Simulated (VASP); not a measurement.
Here is the system:

```cif
data_N4Y4
_chemical_formula_sum 'Y4 N4'
_space_group_name_H-M_alt 'Fm-3m'
_space_group_IT_number 225
_space_group_name_Hall '-F 4 2 3'
_cell_length_a 4.89688
_cell_length_b 4.89688
_cell_length_c 4.89688
_cell_angle_alpha 90.000
_cell_angle_beta 90.000
_cell_angle_gamma 90.000
loop_
_atom_site_label
_atom_site_type_symbol
_atom_site_symmetry_multiplicity
_atom_site_Wyckoff_symbol
_atom_site_fract_x
_atom_site_fract_y
_atom_site_fract_z
_atom_site_occupancy
Y1 Y 4 a 0.00000 0.00000 0.00000 1
N1 N 4 b 0.50000 0.50000 0.50000 1
```
(The calculation used a cell of 2 atoms; values per cell refer to that cell.)

Computed with revTPSS meta-GGA, VASP's PBE PAW potentials (set 64) (plane waves; VASP 6.6.1). Numerical set-up: 520 eV cut-off, 9×9×9 Γ-centred mesh, Gaussian smearing of 0.050 eV, potentials Y_sv N.

**Question.** Give the energy at these volumes per atom, relative to the lowest: 13.79, 14.23, 14.67, 15.11, 15.55 Å³.

**Answer.** 30.7, 7.5, 0.0, 6.1, 23.7 meV/atom. A third-order Birch-Murnaghan fit gives B0 = 163 GPa and B0′ = 4.1.

Measured: a 4.877 Å (computed value off by +0.4 %), as given by G. Soto et al., Computational Materials Science (2007), arXiv:cond-mat/0703568. The calculation is for a static lattice, while the measured a holds thermal and zero-point effects, which are part of the difference.

The compound is YN in the rock salt structure. It was relaxed first.
